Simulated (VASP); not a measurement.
Input of a VASP 6.6.1 run:

Contents of INCAR:

```
  PREC = Normal
  ENCUT = 520
  EDIFF = 1E-4
  ISMEAR = 0
  SIGMA = 0.15
  LREAL = F
  LASPH = T
  NELM = 60
  ALGO = Fast
  ISIF = 3
  LWAVE = F
  LCHARG = F
  ISPIN = 2
  MAGMOM = 2 1 0 0 0
  LORBIT = 11
  LMAXMIX = 4
  GGA = PE
  IBRION = 2
  NSW = 24
  EDIFFG = -0.08
```

KPOINTS

```
Automatic mesh
0
Gamma
  4 4 3
```

The input POSCAR:

```
VMoS3
1.0
    4.1823206000      0.0000000000      0.0000000000
    0.0000000000      4.1823206000      0.0000000000
    0.0000000000      0.0000000000      5.9318977000
V Mo S
1 1 3
Direct
    0.0000000000      0.0000000000      0.0000000000
    0.0000000000      0.0000000000      0.5000000000
    0.5000000000      0.5000000000      0.3419938200
    0.5000000000      0.5000000000      0.6580061800
    0.5000000000      0.5000000000      0.0000000000
```

Potentials or basis: VASP PAW PBE potentials, release 64 (V_sv, Mo_sv, S).

Run with:

```console
$ cat potpaw_PBE.64/V_sv/POTCAR potpaw_PBE.64/Mo_sv/POTCAR potpaw_PBE.64/S/POTCAR > POTCAR
$ mpirun -np 1 vasp_std > vasp.out
```

Task: Predict the relaxed cell.

Result: a = 3.113 Å, b = 3.113 Å, c = 9.227 Å, α = 90.00°, β = 90.00°, γ = 90.00°.

Task: What does it give for the space group after relaxing (to 0.05 Å)?

Result: P4/mmm (No. 123).

Task: What does it give for the band gap on the k mesh?

Result: None (metal or under the smearing width).

Forces in eV/Å, atoms in the order of the input:
```
V    0.000  0.000  0.000
Mo   0.000  0.000  0.000
S    0.000  0.000 -0.042
S    0.000  0.000  0.042
S    0.000  0.000  0.000
```

Caveat: the k mesh is coarse (spacing up to 0.38 Å⁻¹), so the values aren't converged; the relaxation stopped at a loose force limit of 0.08 eV/Å, so its end isn't a converged minimum. With open d or f shells a metallic result of PBE can be an artefact of self-interaction; +U or a hybrid may open a gap.
